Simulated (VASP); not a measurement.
A convergence study with VASP on WSe₂ (atoms displaced from the space group 194 structure): a few settings are varied, all else stays as given below, so the limit is that of these other settings. The cell's lengths are 1 % over those of the tabulated start and one atom is moved, so it is off equilibrium.

```yaml
crystal:
  lattice:
    - [1.65640, -2.86897, 0.00000]
    - [1.65640, 2.86897, 0.00000]
    - [0.00000, 0.00000, 13.08960]
  atoms:
    - { symbol: W, position: [0.33333, 0.66667, 0.25000] }
    - { symbol: W, position: [0.66667, 0.33333, 0.75000] }
    - { symbol: Se, position: [0.33333, 0.66667, 0.87900] }
    - { symbol: Se, position: [0.66667, 0.33333, 0.37900] }
    - { symbol: Se, position: [0.66667, 0.33333, 0.12100] }
    - { symbol: Se, position: [0.35163, 0.68496, 0.62100] }
```

Computed with LDA (Ceperley-Alder, Perdew-Zunger), VASP's LDA PAW potentials (set 64) (plane waves; VASP 6.6.1). The last row used: 550 eV cut-off, 7×7×2 Γ-centred mesh, Gaussian smearing of 0.050 eV, potentials W_sv Se.

| setting | E (eV/atom) | pressure (GPa) | largest force (eV/Å) | electronic steps |
|---|---|---|---|---|
| ALGO = Normal, EDIFF = 1E-2 | -8.0608 | -4.23 | 0.813 | 9 |
| ALGO = Normal, EDIFF = 1E-3 | -8.0605 | -6.08 | 0.789 | 11 |
| ALGO = Normal, EDIFF = 1E-4 | -8.0605 | -6.08 | 0.790 | 12 |
| ALGO = Normal, EDIFF = 1E-5 | -8.0605 | -6.26 | 0.786 | 14 |
| ALGO = Normal, EDIFF = 1E-6 | -8.0605 | -6.26 | 0.786 | 14 |
| ALGO = Normal, EDIFF = 1E-7 | -8.0605 | -6.26 | 0.786 | 15 |
| ALGO = Normal, EDIFF = 1E-8 | -8.0605 | -6.25 | 0.786 | 17 |
| ALGO = Normal, EDIFF = 1E-9 | -8.0605 | -6.25 | 0.786 | 18 |
| ALGO = Fast, EDIFF = 1E-2 | -8.0605 | -6.96 | 0.800 | 10 |
| ALGO = Fast, EDIFF = 1E-3 | -8.0605 | -6.07 | 0.782 | 11 |
| ALGO = Fast, EDIFF = 1E-4 | -8.0605 | -6.20 | 0.787 | 13 |
| ALGO = Fast, EDIFF = 1E-5 | -8.0605 | -6.27 | 0.786 | 14 |
| ALGO = Fast, EDIFF = 1E-6 | -8.0605 | -6.25 | 0.786 | 16 |
| ALGO = Fast, EDIFF = 1E-7 | -8.0605 | -6.25 | 0.786 | 18 |
| ALGO = Fast, EDIFF = 1E-8 | -8.0605 | -6.25 | 0.787 | 20 |
| ALGO = Fast, EDIFF = 1E-9 | -8.0605 | -6.25 | 0.786 | 22 |
| ALGO = All, EDIFF = 1E-2 | -8.0598 | -5.91 | 0.784 | 14 |
| ALGO = All, EDIFF = 1E-3 | -8.0604 | -6.28 | 0.794 | 16 |
| ALGO = All, EDIFF = 1E-4 | -8.0605 | -6.26 | 0.790 | 19 |
| ALGO = All, EDIFF = 1E-5 | -8.0605 | -6.24 | 0.789 | 23 |
| ALGO = All, EDIFF = 1E-6 | -8.0605 | -6.25 | 0.786 | 26 |
| ALGO = All, EDIFF = 1E-7 | -8.0605 | -6.25 | 0.786 | 30 |
| ALGO = All, EDIFF = 1E-8 | -8.0605 | -6.25 | 0.787 | 33 |
| ALGO = All, EDIFF = 1E-9 | -8.0605 | -6.25 | 0.787 | 36 |

Left out are rungs that failed or repeat a setting and relaxations that didn't move; long series are thinned to 24 rows.

The compound is WSe2 in the 2H layered structure. The cell was not relaxed at this level, it is distorted from the ideal structure.
